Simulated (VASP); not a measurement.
Input:

```
CELL_PARAMETERS angstrom
      1.77074    -3.06700     0.00000
      1.77074     3.06700     0.00000
      0.00000     0.00000    14.04516
ATOMIC_POSITIONS crystal
  Te 0.33333 0.66667 0.87900
  Te 0.66667 0.33333 0.37900
  Te 0.66667 0.33333 0.12100
  Te 0.33333 0.66667 0.62100
  Mo 0.33333 0.66667 0.25000
  Mo 0.66667 0.33333 0.75000
```

Level of theory: PBE GGA with D3 dispersion (Becke-Johnson damping), VASP's PBE PAW potentials (set 64) (plane waves; VASP). Settings: 300 eV cut-off, 7×7×2 Γ-centred mesh, Fermi-Dirac smearing of 0.050 eV, potentials Te Mo_sv.

At this cut-off the stress carries a Pulay error, which pulls relaxed volumes low. Energy and stress use the plane-wave basis of the starting cell.

### Question
The ions, cell shape and volume are relaxed. Predict the relaxed structure.

### Answer

```
CELL_PARAMETERS angstrom
      1.74595    -3.02407     0.00000
      1.74595     3.02407     0.00000
      0.00000     0.00000    13.65231
ATOMIC_POSITIONS crystal
  Te 0.33333 0.66667 0.88331
  Te 0.66667 0.33333 0.38331
  Te 0.66667 0.33333 0.11669
  Te 0.33333 0.66667 0.61669
  Mo 0.33333 0.66667 0.25000
  Mo 0.66667 0.33333 0.75000
```
Space group P6_3/mmc (194), at a tolerance of 0.03 Å.

### Question
How do energy and volume change from the first to the last step?

### Answer
The energy (σ→0) changes by -9.5 meV/atom and the volume by -5.5 %, in 11 ionic steps.

```
step  E(σ→0) (eV)  max force (eV/Å)  pressure (GPa)  volume (Å³)
----  -----------  ----------------  --------------  -----------
1        -39.1792             0.045           -2.31       152.55
2        -39.1625             0.722            3.23       144.61
3        -39.2059             0.279           -0.02       148.99
4        -39.2175             0.153           -0.05       147.82
5        -39.2193             0.082           -0.06       147.16
6        -39.2249             0.071           -0.03       146.53
7        -39.2352             0.037            0.13       144.64
8        -39.2359             0.018            0.21       143.82
9        -39.2360             0.021            0.22       143.95
10       -39.2333             0.124           -0.78       145.04
11       -39.2361             0.007            0.00       144.16
```

The structure is a typed MoTe2 crystal. This run relaxes it. Symmetry was kept, so distortions that lower it aren't found. The run is one of a series of settings (EDIFFG = -0.01, IBRION = 2, ISIF = 3, IVDW = 12, NSW = 50 against the base run), some of them coarse on purpose.
